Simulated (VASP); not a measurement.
Here is the system:

```xyz
2
Lattice="2.9007 0.0000 0.0000 0.0000 2.9007 0.0000 0.0000 0.0000 5.7896" Properties=species:S:1:pos:R:3 pbc="T T T"
Ge     0.0000     0.0000     0.0000
Sb     0.0000     0.0000     2.8948
```

All values below come from PBEsol GGA, VASP's PBE PAW potentials (set 64) (plane waves; VASP 6.6.1). Run with 400 eV cut-off, Gaussian smearing of 0.050 eV, potentials Ge_d Sb.

### Question
Give the energies of bands 6 to 12 at the high-symmetry points, in eV from the Fermi level.

### Answer

```
band       Γ      X      M       Z      R      A
----  ------  -----  -----  ------  -----  -----
6     -12.96  -9.78  -6.39  -12.54  -9.24  -5.60
7      -9.25  -6.14  -3.50  -10.68  -7.85  -4.93
8      -5.73  -6.07  -3.50   -1.78  -5.71  -3.14
9       4.65  -3.17  -2.61   -0.91  -3.75  -3.14
10      4.65  -2.79  -0.77    5.26   1.02  -1.29
11      4.79   2.47  -0.44    5.26   1.73  -1.29
12      7.26   7.20  -0.44    6.17   5.93   2.84
```

It has no gap at this level: it comes out as a metal or semimetal.

The structure comes from a computed database's GeSb entry (P4/mmm); how it stands against other phases isn't given here. It was relaxed first. The electron count is odd and the run is not spin-polarised, which forces a metal.
